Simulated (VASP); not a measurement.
Al:

```
CELL_PARAMETERS angstrom
0.00000 2.02481 2.02481
2.02481 0.00000 2.02481
2.02481 2.02481 0.00000
ATOMIC_POSITIONS crystal
Al 0.00000 0.00000 0.00000
```

| Quantity | Value |
| --- | --- |
| Program | VASP 6.6.1 |
| Task | relaxation of cell and atoms |
| Functional | r2SCAN |
| Potentials or basis | VASP PAW PBE potentials, release 64 (Al) |
| Cutoff | 600 eV |
| k mesh | 16 × 16 × 16 |
| Occupations | methfessel-paxton, width 0.1 eV |
| Spin | no spin polarisation |

At the start: pressure -3.8 GPa; volume 16.60 Å³/atom.

How do energy, volume and symmetry change on relaxing?

Over 3 steps the energy falls by 9.1 meV/atom and the volume is 15.86 Å³/atom (-4.5 %); space group Fm-3m (No. 225, to 0.05 Å).

The path:
```csv
step,energy change (eV),largest force (eV/Å),pressure (GPa),volume (Å³)
1,0.0000,0.0000,-3.77,16.60
2,-0.0085,0.0000,1.13,15.68
3,-0.0091,0.0000,0.03,15.86
```

Final structure:
```
Al
1.0
     0.00000    1.99431    1.99431
     1.99431    0.00000    1.99431
     1.99431    1.99431    0.00000
Al
1
Direct
  0.00000 0.00000 0.00000
```

Caveat: the PAW data sets were made with another functional, which shifts forces and pressure a little.
